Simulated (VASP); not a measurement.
Here is the system:

```yaml
crystal:
  lattice:
    - [5.14069, 0.00000, -0.00020]
    - [0.00000, 3.16454, 0.00000]
    - [-0.00392, 0.00000, 5.47637]
  atoms:
    - { symbol: Al, position: [0.00066, 0.50000, 0.66741] }
    - { symbol: Ga, position: [0.49912, 0.50000, 0.33498] }
    - { symbol: Ga, position: [0.49908, 0.00000, 0.83145] }
    - { symbol: Ga, position: [0.99974, 0.00000, 0.16621] }
    - { symbol: N, position: [0.11968, 0.50000, 0.34004] }
    - { symbol: N, position: [0.11770, 0.00000, 0.82641] }
    - { symbol: N, position: [0.62027, 0.00000, 0.16617] }
    - { symbol: N, position: [0.63115, 0.50000, 0.66733] }
```

Method: PBEsol GGA, VASP's PBE PAW potentials (set 64) (plane waves; VASP). Numerical set-up: 520 eV cut-off, 5×8×5 Γ-centred mesh, tetrahedra with Blöchl corrections, potentials Al Ga_d N.

The cores are frozen, which limits the accuracy of field gradients.

**Question.** Give the principal components of the electric field gradient (V/Å²) and the asymmetry η at each nucleus.

**Answer.** 
```
atom   Vxx   Vyy    Vzz     η
----  ----  ----  -----  ----
Al1   -1.9  -0.8    2.6  0.41
Ga2   -4.8  -1.4    6.2  0.56
Ga3   -5.2  -2.0    7.2  0.45
Ga4   -4.6  -1.9    6.5  0.41
N5    10.0   8.6  -18.5  0.08
N6    18.9   0.1  -19.0  0.99
N7    -0.9  -0.5    1.4  0.26
N8     8.2   7.6  -15.8  0.04
```

The structure comes from a computed database's AlGa3N4 entry (Pm); how it stands against other phases isn't given here. It was relaxed first.
